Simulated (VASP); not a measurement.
**A VASP study of B2SbN (optB86b-vdW): structure first, properties next**

Wanted: the relaxed cell of B2SbN and its properties. The steps: rough relaxation of the start cell, relaxing cell and atoms (optB86b-vdW), single point with fields (optB86b-vdW), band structure (optB86b-vdW), density of states (optB86b-vdW), volume scan with optB86b-vdW, fit for optB86b-vdW, bands along the symmetry lines (optB86b-vdW + SOC) and field gradients at the nuclei (optB86b-vdW). The cell is invented: it takes the structure of COD entry 9008833, BAs (space group 216 there), with some of its atoms replaced by other elements, volume scaled by an estimate. It may not be a known or stable phase. Left out of this account: 1 further run (relaxation: it shows nothing beyond the runs told).

Method: optB86b-vdW; plane waves and PAW (Sb, N, B), in the first sound run; inputs show where later runs differ, in VASP 6.6.1.

This is a report of a sequence of runs, with most program output left out.

**1. The structure**

Before any relaxation, the start is as follows. Symmetry: P-4m2, No. 115, tetragonal system. Conventional cell: a = 3.277 Å, b = 3.277 Å, c = 4.635 Å, α = 90.00°, β = 90.00°, γ = 90.00°. Sb has 4 B at 2.01 Å nearest. Nearest to N lie 4 B at 2.01 Å. Nearest to B lie 2 Sb at 2.01 Å and 2 N at 2.01 Å. It derives from BAs. it takes the structure of COD entry 9008833, BAs (space group 216 there), with some of its atoms replaced by other elements, volume scaled by an estimate. Farther neighbours and most contacts between anions are not listed.

Structure file:

```
Sb N B
1.0
     3.27728    0.00000    0.00000
     0.00000    3.27728    0.00000
     0.00000    0.00000    4.63478
Sb N B
1 1 2
Cartesian
  1.6386 1.6386 0.0000
  0.0000 0.0000 2.3174
  0.0000 1.6386 1.1587
  1.6386 0.0000 3.4761
```

**2. Rough relaxation of the start cell**

The start is only an estimate, so a cheap relaxation brings it near a minimum before any careful run. optB86b-vdW pairs nonlocal correlation with a less repulsive exchange of B86b form. LUSE_VDW switches on a nonlocal correlation term for dispersion.

File INCAR:

```
SYSTEM = B2SbN
PREC = Normal
ENCUT = 520
EDIFF = 1E-05
NELM = 60
ISMEAR = 0
SIGMA = 0.05
LREAL = .FALSE.
ALGO = Fast
GGA = MK
AGGAC = 0
LUSE_VDW = .TRUE.
PARAM1 = 0.1234
PARAM2 = 1
LASPH = .TRUE.
NBANDS = 14
LORBIT = 11
LWAVE = .FALSE.
LCHARG = .FALSE.
KPAR = 2
IBRION = 2
NSW = 40
ISIF = 3
EDIFFG = -0.04
```

File POSCAR:

```
B2SbN
1.0
    3.2772830000      0.0000000000      0.0000000000
    0.0000000000      3.2772830000      0.0000000000
    0.0000000000      0.0000000000      4.6347790000
Sb N B
1 1 2
Direct
    0.5000000000      0.5000000000      0.0000000000
    0.0000000000      0.0000000000      0.5000000000
    0.0000000000      0.5000000000      0.2500000000
    0.5000000000      0.0000000000      0.7500000000
```

File KPOINTS:

```
Automatic mesh
0
Gamma
5 5 4
0 0 0
```

Potentials, in the order of the species: Sb, N and B (PBE family, release 64).

Started as:

```
$ mpirun -np 2 vasp_std
```

Run time: 82 s. Hardware: 2 MPI ranks of Intel Xeon Platinum 8375C at 2.90GHz (Ice Lake), shared host; peak memory 0.48 GiB.

The k-mesh is coarse for a metal. This relaxation is a rough one on cheap settings, only to bring the start near its minimum. The PAW data sets were made with PBE, which is usual practice but a small mismatch for other functionals. The run keeps the 8 symmetry operations of its start, so it cannot find a distortion of lower symmetry.

The steps of the relaxation:

| step | energy less that of the first step (eV) | largest force (eV/Å) | pressure (GPa) | volume (Å³) |
| --- | --- | --- | --- | --- |
| 1 | 0.0000 | 7.1181 | 13.89 | 49.78 |
| 2 | -1.2758 | 0.9382 | -21.58 | 57.91 |
| 3 | -1.6723 | 1.1424 | -14.71 | 54.86 |
| 4 | -2.2826 | 0.1017 | -3.15 | 47.54 |
| 5 | -2.3008 | 0.0335 | 0.04 | 46.31 |
| 6 | -2.3648 | 0.0431 | 0.45 | 46.00 |
| 7 | -2.3720 | 0.0640 | 0.69 | 45.83 |
| 8 | -2.3720 | 0.0620 | 0.68 | 45.84 |
| 9 | -2.3721 | 0.0431 | -0.68 | 46.18 |
| 10 | -2.3725 | 0.0076 | -0.02 | 46.02 |

| conventional cell, symmetrised | before | after | change |
| --- | --- | --- | --- |
| a (Å) | 3.277 | 3.151 | -3.8 % |
| b (Å) | 3.277 | 3.151 | -3.8 % |
| c (Å) | 4.635 | 4.634 | -0.0 % |
| volume (Å³/atom) | 12.45 | 11.50 | -7.6 % |

The atoms that moved most (Å, as changes of fractional coordinates times the final cell):

| atom | dx | dy | dz | length |
| --- | --- | --- | --- | --- |
| B4 | 0.000 | 0.000 | -0.362 | 0.362 |
| B3 | 0.000 | 0.000 | 0.362 | 0.362 |

Final coordinates:

```
Sb N B
1.0
     3.15115    0.00000    0.00000
     0.00000    3.15115    0.00000
     0.00000    0.00000    4.63448
Sb N B
1 1 2
Direct
  0.50000 0.50000 0.00000
  0.00000 0.00000 0.50000
  0.00000 0.50000 0.32813
  0.50000 0.00000 0.67187
```

Numbers from this step:

```yaml
electrons: 16
bands: 14
irreducible_k_points: 18
symmetry_operations: 8
free_energy_toten: -18.69 eV
energy_at_zero_smearing: -18.69 eV
fermi_energy: 9.196 eV
pressure: -0.02208 GPa
metallic: yes
scf_cycles_over_all_ionic_steps: 68
```

It ends with a largest force of 0.008 eV/Å and a pressure of -0.02 GPa.

**3. Relaxing cell and atoms (optB86b-vdW)**

Properties are meant for the cell that this level of theory prefers, so cell and atoms are relaxed first (ISIF = 3) until forces and stress are small; EDIFFG sets the threshold.

File INCAR:

```
SYSTEM = B2SbN
PREC = Accurate
ENCUT = 520
EDIFF = 1E-06
NELM = 100
ISMEAR = 0
SIGMA = 0.05
LREAL = .FALSE.
ALGO = Normal
GGA = MK
AGGAC = 0
LUSE_VDW = .TRUE.
PARAM1 = 0.1234
PARAM2 = 1
LASPH = .TRUE.
NBANDS = 14
LORBIT = 11
LWAVE = .FALSE.
LCHARG = .FALSE.
KPAR = 2
IBRION = 2
NSW = 60
ISIF = 3
EDIFFG = -0.01
```

File POSCAR:

```
B2SbN
1.0
    3.1511527448      0.0000000000      0.0000000000
    0.0000000000      3.1511527448      0.0000000000
    0.0000000000      0.0000000000      4.6344779094
Sb N B
1 1 2
Direct
    0.5000000000      0.5000000000      0.0000000000
    0.0000000000      0.0000000000      0.5000000000
    0.0000000000      0.5000000000      0.3281318637
    0.5000000000      0.0000000000      0.6718681363
```

File KPOINTS:

```
Automatic mesh
0
Gamma
7 7 5
0 0 0
```

Started as:

```
$ mpirun -np 2 vasp_std
```

Run time: 71 s. Hardware: 2 MPI ranks; peak memory 0.62 GiB.

Step by step:

| step | energy less that of the first step (eV) | largest force (eV/Å) | pressure (GPa) | volume (Å³) |
| --- | --- | --- | --- | --- |
| 1 | 0.0000 | 0.1080 | -0.31 | 46.02 |
| 2 | -0.0004 | 0.0146 | 0.46 | 45.87 |
| 3 | -0.0005 | 0.0203 | 0.25 | 45.91 |
| 4 | -0.0006 | 0.0013 | 0.01 | 46.00 |

| conventional cell, symmetrised | before | after | change |
| --- | --- | --- | --- |
| a (Å) | 3.151 | 3.151 | -0.0 % |
| b (Å) | 3.151 | 3.151 | -0.0 % |
| c (Å) | 4.634 | 4.635 | +0.0 % |
| volume (Å³/atom) | 11.50 | 11.50 | -0.0 % |

The relaxed structure:

```xyz
4
Lattice="3.1505 0.0000 0.0000 0.0000 3.1505 0.0000 0.0000 0.0000 4.6346" Properties=species:S:1:pos:R:3 pbc="T T T"
Sb    1.5753    1.5753    0.0000
N     0.0000    0.0000    2.3173
B     0.0000    1.5753    1.5153
B     1.5753    0.0000    3.1193
```

This step gave:

- irreducible k-points: 30
- free energy (TOTEN): -18.71 eV
- energy at zero smearing: -18.71 eV
- Fermi energy: 9.152 eV
- pressure: 0.008476 GPa
- SCF cycles over all ionic steps: 30

It ends with a largest force of 0.001 eV/Å and a pressure of 0.01 GPa.

**4. Single point with fields (optB86b-vdW)**

The relaxed cell gets a fresh self-consistent run, on a basis set for its own volume, to fix the density and to check the remaining stress.

INCAR: that of step 3 with these lines changed.

```diff
@@ -18,7 +18,5 @@
 LWAVE = .FALSE.
-LCHARG = .FALSE.
-KPAR = 2
-IBRION = 2
-NSW = 60
-ISIF = 3
-EDIFFG = -0.01
+LCHARG = .TRUE.
+ISIF = 2
+LELF = .TRUE.
+LVHAR = .TRUE.
```

File POSCAR:

```
B2SbN
1.0
    3.1505294572      0.0000000000      0.0000000000
    0.0000000000      3.1505294572      0.0000000000
    0.0000000000      0.0000000000      4.6345937426
Sb N B
1 1 2
Direct
    0.5000000000      0.5000000000      0.0000000000
    0.0000000000      0.0000000000      0.5000000000
    0.0000000000      0.5000000000      0.3269467459
    0.5000000000      0.0000000000      0.6730532541
```

KPOINTS is that of step 3.

Started as:

```
$ mpirun -np 2 vasp_std
```

Run time: 19 s. Hardware: 2 MPI ranks; peak memory 0.49 GiB; 35 s of CPU time.

This step gave:

```yaml
scf_cycles: 14
pressure: -6.99e-4 GPa
```

Valence electrons inside each PAW sphere by angular momentum. Sphere charges, by row:

| atom | s (e) | p (e) | d (e) | tot (e) |
| --- | --- | --- | --- | --- |
| Sb1 | 1.097 | 1.559 | 0.091 | 2.746 |
| N2 | 1.212 | 2.41 | 0 | 3.622 |
| B3 | 0.611 | 1.099 | 0 | 1.71 |
| B4 | 0.611 | 1.099 | 0 | 1.71 |

Electrostatic potential energy in the ac plane at fractional y = 0.000, with atoms of N and B within 0.2 Å of it. With pseudopotentials it is smooth inside the atoms' cores, unlike the true potential.

Ten even steps from '0' (-51 eV) to '9' (2 eV):
```
9999999999999999
9999999999999999
9999999888999999
9999988777889999
9999986434689999
9999863343368999
9999843797348999
8998843999348899
4578853686358875
0037863232368730
1005887545788500
3104888888888401
1005899999998500
0038999999999830
4589999999999985
8999999999999999
9999999999999999
9999999999999999
9999999999999999
9999999999999999
9999999999999999
9999999999999999
9999999999999999
9999999999999999
```
Columns run along a (3.2 Å; values clipped at the 3rd and 97th percentile), rows up along c (4.6 Å). Atoms in or near the plane, at fractional coordinates: N at (0.00, 0.50), B at (0.50, 0.67).

Valence density in the ac plane at fractional y = 0.000, with atoms of N and B within 0.2 Å of it. It is the smooth field of the valence electrons, not physical close to the nuclei.

Ten even steps from '0' (0.0 e/Å³) to '9' (3.7 e/Å³):
```
0000000000000000
0000000000000000
0000000111000000
0000001111100000
0000001111100000
0000011111110000
0000111101111000
2111111000111111
4432211101112234
8753211111112357
9974211111112479
9974210000012479
9963100000001369
8742100000001247
4321000000000123
2110000000000011
0000000000000000
0000000000000000
0000000000000000
0000000000000000
0000000000000000
0000000000000000
0000000000000000
0000000000000000
```
Columns run along a (3.2 Å), rows up along c (4.6 Å). Atoms in or near the plane, at fractional coordinates: N at (0.00, 0.50), B at (0.50, 0.67).

ELF in the ac plane at fractional y = 0.000, with atoms of N and B within 0.2 Å of it. It is the smooth field of the valence electrons, not physical close to the nuclei.

Values, 20 rows by 16 columns, each cell a mean:
```
0.02 0.03 0.06 0.14 0.24 0.35 0.45 0.51 0.53 0.51 0.45 0.35 0.24 0.14 0.06 0.03
0.02 0.03 0.07 0.15 0.28 0.42 0.53 0.60 0.63 0.60 0.53 0.42 0.28 0.15 0.07 0.03
0.03 0.04 0.08 0.16 0.30 0.45 0.57 0.64 0.66 0.64 0.57 0.45 0.30 0.16 0.08 0.04
0.08 0.09 0.12 0.19 0.30 0.42 0.50 0.54 0.55 0.54 0.50 0.42 0.30 0.19 0.12 0.09
0.27 0.26 0.26 0.29 0.33 0.35 0.32 0.26 0.24 0.26 0.32 0.35 0.33 0.29 0.26 0.26
0.63 0.62 0.59 0.56 0.51 0.38 0.17 0.04 0.02 0.04 0.17 0.38 0.51 0.56 0.59 0.62
0.80 0.81 0.81 0.79 0.75 0.59 0.26 0.04 0.02 0.04 0.26 0.59 0.75 0.79 0.81 0.81
0.76 0.80 0.86 0.89 0.87 0.79 0.49 0.15 0.08 0.15 0.49 0.79 0.87 0.89 0.86 0.80
0.42 0.58 0.80 0.88 0.88 0.82 0.64 0.34 0.23 0.34 0.64 0.82 0.88 0.88 0.80 0.58
0.10 0.30 0.67 0.82 0.82 0.74 0.59 0.39 0.31 0.39 0.59 0.74 0.82 0.82 0.67 0.30
0.36 0.49 0.68 0.75 0.68 0.54 0.37 0.24 0.20 0.24 0.37 0.54 0.68 0.75 0.68 0.49
0.74 0.75 0.76 0.69 0.53 0.33 0.18 0.11 0.09 0.11 0.18 0.33 0.53 0.69 0.76 0.75
0.81 0.79 0.71 0.56 0.35 0.17 0.08 0.04 0.03 0.04 0.08 0.17 0.35 0.56 0.71 0.79
0.66 0.62 0.50 0.33 0.17 0.07 0.04 0.03 0.02 0.03 0.04 0.07 0.17 0.33 0.50 0.62
0.35 0.31 0.22 0.13 0.07 0.04 0.03 0.03 0.03 0.03 0.03 0.04 0.07 0.13 0.22 0.31
0.09 0.08 0.06 0.05 0.04 0.05 0.05 0.06 0.07 0.06 0.05 0.05 0.04 0.05 0.06 0.08
0.04 0.04 0.04 0.04 0.06 0.08 0.10 0.12 0.13 0.12 0.10 0.08 0.06 0.04 0.04 0.04
0.02 0.03 0.04 0.06 0.09 0.13 0.17 0.19 0.20 0.19 0.17 0.13 0.09 0.06 0.04 0.03
0.02 0.03 0.05 0.08 0.13 0.19 0.25 0.28 0.30 0.28 0.25 0.19 0.13 0.08 0.05 0.03
0.02 0.03 0.06 0.11 0.18 0.26 0.34 0.39 0.41 0.39 0.34 0.26 0.18 0.11 0.06 0.03
```
Columns run along a (3.2 Å), rows up along c (4.6 Å). Atoms in or near the plane, at fractional coordinates: N at (0.00, 0.50), B at (0.50, 0.67).

In this run the pressure is 0.00 GPa, small enough to go on.

**5. Band structure (optB86b-vdW)**

The mesh alone shows little of the dispersion and can miss band extrema, so KPOINTS_OPT adds a path through the symmetry points after the self-consistent cycle.

INCAR: that of step 4 with these lines changed.

```diff
@@ -15,8 +15,6 @@
 LASPH = .TRUE.
-NBANDS = 14
+NBANDS = 22
 LORBIT = 11
 LWAVE = .FALSE.
-LCHARG = .TRUE.
-ISIF = 2
-LELF = .TRUE.
-LVHAR = .TRUE.
+LCHARG = .FALSE.
+KPAR = 2
```

POSCAR is that of step 4.

KPOINTS is that of step 4.

File KPOINTS_OPT:

```
Line mode
16
Line-mode
Reciprocal
  0.00000000   0.00000000   0.00000000 GAMMA
  0.00000000   0.50000000   0.00000000 X

  0.00000000   0.50000000   0.00000000 X
  0.50000000   0.50000000   0.00000000 M

  0.50000000   0.50000000   0.00000000 M
  0.00000000   0.00000000   0.00000000 GAMMA

  0.00000000   0.00000000   0.00000000 GAMMA
  0.00000000   0.00000000   0.50000000 Z

  0.00000000   0.00000000   0.50000000 Z
  0.00000000   0.50000000   0.50000000 R

  0.00000000   0.50000000   0.50000000 R
  0.50000000   0.50000000   0.50000000 A

  0.50000000   0.50000000   0.50000000 A
  0.00000000   0.00000000   0.50000000 Z

  0.00000000   0.50000000   0.00000000 X
  0.00000000   0.50000000   0.50000000 R

  0.50000000   0.50000000   0.00000000 M
  0.50000000   0.50000000   0.50000000 A
```

Started as:

```
$ mpirun -np 2 vasp_std
```

Wall time 40 s (2 MPI ranks); peak memory 0.66 GiB.

Spin-orbit coupling is off here; with elements this heavy it splits and shifts levels by tenths of an eV or more.

This step gave:

```
SCF cycles : 13
bands      : 22
pressure   : 0.002622 GPa
```

The electronic bands at the labelled points (eV, zero at the Fermi level; # counts the bands kept):

| point | #3 | #4 | #5 | #6 | #7 | #8 | #9 | #10 |
| --- | --- | --- | --- | --- | --- | --- | --- | --- |
| Γ | -6.60 | -1.58 | -1.05 | 0.37 | 0.37 | 1.41 | 3.59 | 3.59 |
| 0.53 of the way | -6.19 | -3.79 | -3.49 | 0.04 | 0.46 | 2.96 | 3.58 | 4.51 |
| X | -6.25 | -5.82 | -5.80 | -0.37 | 1.58 | 3.21 | 3.29 | 6.21 |
| 0.53 of the way | -6.59 | -5.69 | -5.38 | -3.43 | 1.46 | 2.17 | 3.41 | 3.89 |
| M | -6.17 | -5.37 | -5.37 | -3.61 | 0.47 | 0.99 | 1.36 | 1.36 |
| 0.53 of the way | -7.46 | -3.60 | -3.42 | -2.69 | 1.47 | 2.09 | 4.17 | 4.43 |
| Γ | -6.60 | -1.58 | -1.05 | 0.37 | 0.37 | 1.41 | 3.59 | 3.59 |
| 0.53 of the way | -6.48 | -3.21 | -0.41 | -0.41 | -0.24 | 1.43 | 3.88 | 4.62 |
| Z | -6.38 | -4.65 | -0.89 | -0.89 | 0.08 | 1.30 | 4.67 | 5.39 |
| 0.53 of the way | -6.07 | -4.42 | -2.95 | -0.38 | 1.18 | 2.95 | 3.65 | 4.74 |
| R | -5.79 | -3.41 | -2.89 | -0.05 | -0.01 | 3.17 | 3.57 | 5.32 |
| 0.47 of the way | -7.32 | -4.21 | -4.06 | -3.04 | 1.49 | 3.15 | 4.02 | 5.09 |
| A | -6.59 | -6.59 | -6.57 | -6.17 | 3.50 | 3.69 | 3.69 | 5.20 |
| 0.47 of the way | -6.22 | -5.39 | -3.66 | -2.24 | 1.66 | 2.90 | 4.46 | 4.72 |
| Z | -6.38 | -4.65 | -0.89 | -0.89 | 0.08 | 1.30 | 4.67 | 5.39 |
| jump to X | -6.25 | -5.82 | -5.80 | -0.37 | 1.58 | 3.21 | 3.29 | 6.21 |
| 0.47 of the way | -5.80 | -4.91 | -4.23 | -0.22 | 1.04 | 3.08 | 3.40 | 5.87 |
| R | -5.79 | -3.41 | -2.89 | -0.05 | -0.01 | 3.17 | 3.57 | 5.32 |
| jump to M | -6.17 | -5.37 | -5.37 | -3.61 | 0.47 | 0.99 | 1.36 | 1.36 |
| 0.47 of the way | -6.35 | -5.92 | -5.92 | -4.91 | 1.81 | 2.32 | 2.32 | 2.52 |
| A | -6.59 | -6.59 | -6.57 | -6.17 | 3.50 | 3.69 | 3.69 | 5.20 |

Of the projections kept (Sb, N, B), the largest for each band there; the rest of the weight can lie on other orbitals:

| point | #3 | #4 | #5 | #6 | #7 | #8 | #9 | #10 |
| --- | --- | --- | --- | --- | --- | --- | --- | --- |
| Γ | N 0.63 | N 0.62 | B 0.52 | B 0.47 | B 0.47 | B 0.89 | B 0.54 | B 0.54 |
| X | N 0.55 | B 0.52 | N 0.71 | B 0.65 | B 0.75 | B 0.41 | N 0.43 | B 0.62 |
| M | N 0.69 | Sb 0.38 | Sb 0.38 | Sb 0.55 | Sb 0.58 | Sb 0.40 | B 0.54 | B 0.54 |
| Γ | N 0.63 | N 0.62 | B 0.52 | B 0.47 | B 0.47 | B 0.89 | B 0.54 | B 0.54 |
| Z | N 0.67 | N 0.62 | B 0.52 | B 0.52 | B 0.73 | B 0.81 | Sb 0.65 | B 0.47 |
| R | N 0.71 | N 0.58 | B 0.35 | B 0.57 | B 0.67 | B 0.76 | B 0.70 | B 0.41 |

There is no gap at this level.

**6. Density of states (optB86b-vdW)**

A density of states needs more k-points than a total energy; ISMEAR = -5 takes tetrahedra, and LORBIT projects the states on the PAW spheres. The mesh is finer than in the run before.

INCAR: that of step 5 with these lines changed.

```diff
@@ -5,3 +5,3 @@
 NELM = 100
-ISMEAR = 0
+ISMEAR = -5
 SIGMA = 0.05
@@ -20 +20,2 @@
 KPAR = 2
+NEDOS = 2001
```

POSCAR is that of step 5.

File KPOINTS:

```
Automatic mesh
0
Gamma
10 10 7
0 0 0
```

Started as:

```
$ mpirun -np 2 vasp_std
```

It took 45 s on 2 MPI ranks; peak memory 0.71 GiB.

With tetrahedra the forces and stress of a metal are not exact derivatives of the energy.

This step gave:

```
SCF cycles             : 14
irreducible k-points   : 84
Fermi energy           : 9.131 eV
pressure               : -0.02611 GPa
DOS at the Fermi level : 0.1253 states/eV/cell
```

The density of states has structure finer than the step of the table below, so its rows give means over 0.5 eV, whole bins alone (the curve runs from -12.0 to 6.66 eV). Peaks (eV: height): total -9.16: 2.50, 2.90: 4.02, 3.57: 3.75, 5.07: 2.91; B p 2.90: 0.627, 3.57: 0.834, 5.31: 0.909, 6.01: 0.662; Sb p -5.50: 0.275, -4.67: 0.279, -3.62: 0.286, -3.00: 0.267; N p -9.16: 0.421, -7.62: 0.479, -6.39: 0.804, 2.90: 0.524; B s -9.16: 0.603, 1.65: 0.305, 2.90: 0.488, 3.57: 0.330.

States under -12.0 eV and over 6.7 eV are left out. The density of states by energy, zero at the Fermi level; means over each step; 7 of 8 lines; values in states/eV/cell:

| energy (eV) | total | B p | Sb p | N p | B s | Sb d | N s |
| --- | --- | --- | --- | --- | --- | --- | --- |
| -11.5 | 0.383 | 0.0183 | 0.0120 | 0.0179 | 0.0549 | 6.6e-4 | 0.00440 |
| -11.0 | 0.246 | 0.0119 | 0.00916 | 0.0145 | 0.0382 | 5.1e-4 | 0.00161 |
| -10.5 | 0.252 | 0.0167 | 0.0124 | 0.0293 | 0.0416 | 3.7e-4 | 0.00122 |
| -10.0 | 0.502 | 0.0429 | 0.0310 | 0.0826 | 0.0834 | 7.5e-4 | 0.00562 |
| -9.5 | 1.47 | 0.0908 | 0.109 | 0.266 | 0.324 | 0.00427 | 0.0219 |
| -9.0 | 1.89 | 0.112 | 0.173 | 0.303 | 0.411 | 0.00743 | 0.0337 |
| -8.5 | 1.04 | 0.0892 | 0.0811 | 0.176 | 0.161 | 0.00402 | 0.0205 |
| -8.0 | 0.991 | 0.111 | 0.0529 | 0.215 | 0.117 | 0.00379 | 0.0132 |
| -7.5 | 1.38 | 0.199 | 0.0674 | 0.358 | 0.113 | 0.00640 | 0.0114 |
| -7.0 | 1.58 | 0.262 | 0.0647 | 0.486 | 0.0665 | 0.00682 | 0.00685 |
| -6.5 | 2.09 | 0.378 | 0.0571 | 0.752 | 0.0447 | 0.00677 | 0.00647 |
| -6.0 | 1.27 | 0.223 | 0.0845 | 0.410 | 0.0376 | 0.00457 | 0.00713 |
| -5.5 | 1.32 | 0.241 | 0.227 | 0.206 | 0.0486 | 0.00896 | 0.00686 |
| -5.0 | 1.48 | 0.270 | 0.255 | 0.241 | 0.0600 | 0.0110 | 0.0101 |
| -4.5 | 1.54 | 0.274 | 0.245 | 0.296 | 0.0606 | 0.0112 | 0.0160 |
| -4.0 | 1.19 | 0.229 | 0.218 | 0.216 | 0.0325 | 0.00728 | 0.00766 |
| -3.5 | 1.18 | 0.236 | 0.249 | 0.182 | 0.0227 | 0.00771 | 0.00561 |
| -3.0 | 1.13 | 0.218 | 0.240 | 0.190 | 0.0196 | 0.0100 | 0.00647 |
| -2.5 | 0.821 | 0.162 | 0.180 | 0.113 | 0.0146 | 0.0114 | 0.00513 |
| -2.0 | 0.627 | 0.142 | 0.139 | 0.0630 | 0.00947 | 0.0115 | 0.00361 |
| -1.5 | 0.570 | 0.145 | 0.129 | 0.0384 | 0.00719 | 0.0118 | 0.00279 |
| -1.0 | 0.814 | 0.234 | 0.181 | 0.0399 | 0.00878 | 0.0170 | 0.00492 |
| -0.5 | 0.918 | 0.295 | 0.198 | 0.0316 | 0.0124 | 0.0189 | 0.00830 |
| 0.0 | 0.306 | 0.0869 | 0.0516 | 0.0136 | 0.0136 | 0.00689 | 0.0122 |
| 0.5 | 0.469 | 0.0741 | 0.0224 | 0.0223 | 0.0726 | 0.0153 | 0.0493 |
| 1.0 | 1.14 | 0.156 | 0.0256 | 0.0541 | 0.188 | 0.0515 | 0.102 |
| 1.5 | 1.88 | 0.269 | 0.0533 | 0.109 | 0.270 | 0.108 | 0.118 |
| 2.0 | 1.19 | 0.177 | 0.0427 | 0.0818 | 0.170 | 0.0631 | 0.0442 |
| 2.5 | 1.31 | 0.192 | 0.0669 | 0.128 | 0.162 | 0.0731 | 0.0177 |
| 3.0 | 2.36 | 0.444 | 0.114 | 0.270 | 0.230 | 0.143 | 0.0162 |
| 3.5 | 2.55 | 0.569 | 0.112 | 0.270 | 0.213 | 0.139 | 0.0402 |
| 4.0 | 1.64 | 0.386 | 0.0843 | 0.180 | 0.0862 | 0.110 | 0.0231 |
| 4.5 | 1.62 | 0.423 | 0.107 | 0.164 | 0.0661 | 0.113 | 0.0141 |
| 5.0 | 2.38 | 0.694 | 0.135 | 0.197 | 0.1000 | 0.141 | 0.0110 |
| 5.5 | 2.33 | 0.716 | 0.0916 | 0.226 | 0.0808 | 0.126 | 0.0198 |
| 6.0 | 1.62 | 0.470 | 0.0591 | 0.167 | 0.0667 | 0.0940 | 0.0274 |

The finer mesh and the other smearing move the Fermi level by -0.02 eV from the 7×7×5 run, a small shift, which tests the Fermi level alone. Of the states within 0.3 eV of the Fermi level, the largest shares in the PAW spheres are B p 28 % and Sb p 16 %. The rest lies in smaller channels or between the spheres.

(Part 1 of 2 ends here.)

[Lines on the potential files, build, host, timing and source positions are cut from VASP's logs without a mark.]

[Logs are printed without paths, hosts, clocks, repeated set-up lines and the standing remarks that a program may print on its own settings, such as how far it seeks lower states.]

[Hosts, paths, dates, database ids (printed as entryN), source tags and the programs' standing remarks are cut or masked in the printed files.]

[A measured line is paired with the nearest computed mode of its activity, which favours agreement.]
